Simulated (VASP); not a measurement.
**LiN2F: single point with PBE+D3(BJ)**

LiN2F:

```
N Li F
1.0
     6.31636    0.00000    0.00000
     0.00000    6.31636    0.00000
     0.00000    0.00000    6.31636
N Li F
6 3 3
Direct
  0.57739 0.41518 0.24340
  0.45903 0.35292 0.36041
  0.01577 0.71997 0.09998
  0.00063 0.68266 0.26862
  0.57786 0.70110 0.67870
  0.74519 0.71453 0.71897
  0.09057 0.18710 0.94692
  0.10366 0.21396 0.52226
  0.09194 0.68095 0.76071
  0.07120 0.20509 0.24348
  0.09989 0.99739 0.75620
  0.11577 0.38658 0.71777
```

The cell was built by a generator and needn't be a form met in nature.

* Program: VASP 6.6.1
* Task: single point
* Functional: PBE
* Dispersion: D3(BJ)
* Potentials or basis: VASP PAW PBE potentials, release 64 (N, Li_sv, F)
* Cutoff: 520 eV
* k mesh: 1 × 1 × 1
* Occupations: fermi-dirac, width 0.02 eV
* Spin: no spin polarisation

```json
{"Largest force": "3.640 eV/Å", "Band gap on the k mesh": "4.00 eV, direct", "Dispersion energy per atom": "-0.061 eV"}
```

Forces on the atoms (eV/Å):
```
N   -0.930 -0.437  0.783
N    1.031  0.427 -0.833
N    0.343  0.174 -2.263
N   -0.244 -0.328  2.502
N   -3.564 -0.121 -0.729
N    3.337  0.078  0.704
Li  -0.005  0.532  0.663
Li   0.003 -1.032 -0.710
Li   0.033  0.336 -0.183
F   -0.012 -0.131 -0.510
F    0.104 -1.494 -0.708
F   -0.094  1.996  1.283
```

Levels at points of the mesh, in eV from the valence-band top:
| k point | band 27 | band 28 | band 29 | band 30 | band 31 | band 32 | band 33 | band 34 |
| --- | --- | --- | --- | --- | --- | --- | --- | --- |
| (0.00, 0.00, 0.00) | -0.72 | -0.67 | -0.04 | 0.00 | 4.00 | 4.34 | 4.44 | 4.62 |

Wall time 20 s on 1 thread of Intel(R) Xeon(R) 6975P-C (Granite Rapids), with other jobs on the host, peak memory 0.31 GiB.

Caveat: the standard files for N, O and F lose accuracy on very short bonds. A hybrid or GW would open this gap; PBE tends to underestimate it.
